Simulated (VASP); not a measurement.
Given:

```
LiCl
1.0
    0.00000     2.57000     2.57000
    2.57000     0.00000     2.57000
    2.57000     2.57000     0.00000
Li Cl
1 1
Direct
  0.00000   0.00000   0.00000
  0.50000   0.50000   0.50000
```

Level of theory: PBE GGA, VASP's PBE PAW potentials (set 64) (plane waves; VASP). Settings: 400 eV cut-off, 6×6×6 Γ-centred mesh, Fermi-Dirac smearing of 0.050 eV, potentials Li_sv Cl.

### Question
Give the energies of bands 3 to 8 at the high-symmetry points, in eV from the valence-band maximum.

### Answer

```csv
band,Γ,X,U,L,W
3,0.00,-2.87,-2.46,-2.77,-2.10
4,0.00,-1.09,-1.76,-0.26,-2.10
5,0.00,-1.09,-0.82,-0.26,-1.04
6,6.42,8.03,8.15,6.74,9.74
7,11.92,8.29,10.01,9.48,10.12
8,11.92,12.38,11.41,9.48,10.41
```

The gap is indirect, 6.42 eV, from the valence maximum at K-Γ at 0.78 to the conduction minimum at Γ.

The structure is a typed LiCl crystal (Fm-3m). The cell was not relaxed at this level.
